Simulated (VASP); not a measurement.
Here is a VASP 6.6.1 calculation.

run.py

```python
from ase.calculators.vasp import Vasp
from ase.dft.dos import DOS
from ase.spacegroup import crystal

atoms = crystal(
    ['Mg', 'C'],
    basis=[[0.3333333333, 0.6666666667, 0.94829565], [0.0, 0.0, 0.5]],
    spacegroup=164,
    setting=1,
    cellpar=[4.48216113, 4.48216113, 3.13451058, 90.0, 90.0, 120.0],
    primitive_cell=True,
)
calc = Vasp(
    directory='calc',
    pp='PBE',
    setups={'base': 'minimal', 'C': '_h'},
    prec='Accurate',
    encut=900,
    ediff=1e-06,
    ismear=-5,
    sigma=0.05,
    lreal=False,
    lasph=True,
    nelm=100,
    algo='Normal',
    isif=2,
    lwave=False,
    lcharg=False,
    gga='91',
    lorbit=11,
    kpts=[7, 7, 9],
    gamma=True,
    nbands=11,
)
atoms.calc = calc

print('energy (eV):', atoms.get_potential_energy())
print('free energy (eV):', atoms.get_potential_energy(force_consistent=True))
print('forces (eV/A):')
print(atoms.get_forces())
print('stress (eV/A^3, Voigt):', atoms.get_stress())
print('Fermi level (eV):', calc.get_fermi_level())
dos = DOS(calc, width=0.2, window=(-10, 10), npts=201)
print('E - E_F (eV), DOS (1/eV)')
for e, g in zip(dos.get_energies(), dos.get_dos()):
    print(f'{e:8.3f} {g:10.4f}')
```

Potentials or basis: VASP PAW PBE potentials, release 64 (Mg, C_h).

The run is started by

```bash
$ python run.py
```

Estimate the pressure.

-5.8 GPa.

What does it give for the largest force?

0.778 eV/Å.

What does it give for the band gap on the k mesh?

None (metal or under the smearing width).

Forces on the atoms (eV/Å):
```
Mg   0.000  0.000 -0.778
Mg   0.000  0.000  0.778
C    0.000  0.000  0.000
```

Caveat: the cutoff is under 1.25 times the usual one of these potentials, so pressure, stress and relaxed cells hold a basis-set (Pulay) error; the PAW data sets were made with another functional, which shifts forces and pressure a little; tetrahedron occupations give inexact forces and stress in metals.
